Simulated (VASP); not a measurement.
Data:

```xyz
2
Lattice="0.0000 2.3273 2.3273 2.3273 0.0000 2.3273 2.3273 2.3273 0.0000" Properties=species:S:1:pos:R:3 pbc="T T T"
Cd     0.0000     0.0000     0.0000
O      2.3273     2.3273     2.3273
```

These are LDA (Ceperley-Alder, Perdew-Zunger), VASP's LDA PAW potentials (set 64) (plane waves; VASP) values and carry that method's errors. Run with 520 eV cut-off, 12×12×12 Γ-centred mesh, first-order Methfessel-Paxton smearing of 0.10 eV, potentials Cd O.

Question: Estimate the energy per atom (σ→0), band gap (on the k-mesh) with the smallest direct gap where there is one.

Answer: 
```json
{
  "band gap (on the k-mesh)": "none (metal, semimetal or under 0.01 eV)",
  "energy per atom (σ→0)": "-4.670 eV/atom"
}
```

The absolute energy has meaning only against runs of the same code, potentials and settings.

The structure comes from a computed database's CdO entry (Fm-3m); how it stands against other phases isn't given here. It was relaxed first. The start is the result of an earlier pass.
